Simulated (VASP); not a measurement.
Here is the system:

```xyz
2
Lattice="0.0000 2.9925 2.9925 2.9925 0.0000 2.9925 2.9925 2.9925 0.0000" Properties=species:S:1:pos:R:3 pbc="T T T"
Hf     0.0000     0.0000     0.0000
Si     1.4962     1.4962     1.4962
```

Method: PBEsol GGA, VASP's PBE PAW potentials (set 64) (plane waves; VASP). Settings: 400 eV cut-off, Gaussian smearing of 0.050 eV, potentials Hf_pv Si.

Question: Give the energies of bands 4 to 10 at the high-symmetry points, in eV from the Fermi level.

Answer: 
```json
[
 {"band": "4", "Γ": "-8.27", "X": "-6.13", "U": "-6.19", "L": "-6.75", "W": "-6.14"},
 {"band": "5", "Γ": "-1.30", "X": "-3.26", "U": "-2.71", "L": "-2.83", "W": "-2.15"},
 {"band": "6", "Γ": "-1.30", "X": "-0.02", "U": "-1.36", "L": "-0.95", "W": "-2.07"},
 {"band": "7", "Γ": "-1.30", "X": "0.02", "U": "-0.27", "L": "-0.95", "W": "-0.27"},
 {"band": "8", "Γ": "1.67", "X": "0.02", "U": "0.25", "L": "1.88", "W": "0.23"},
 {"band": "9", "Γ": "1.67", "X": "1.49", "U": "2.00", "L": "2.18", "W": "1.80"},
 {"band": "10", "Γ": "4.14", "X": "2.80", "U": "2.15", "L": "2.18", "W": "2.42"}
]
```

It has no gap at this level: it comes out as a metal or semimetal.

The structure was generated: HfSi was put into the zinc blende type (F-43m), which need not be its known phase. It was relaxed first, which changed the volume by -26 %.
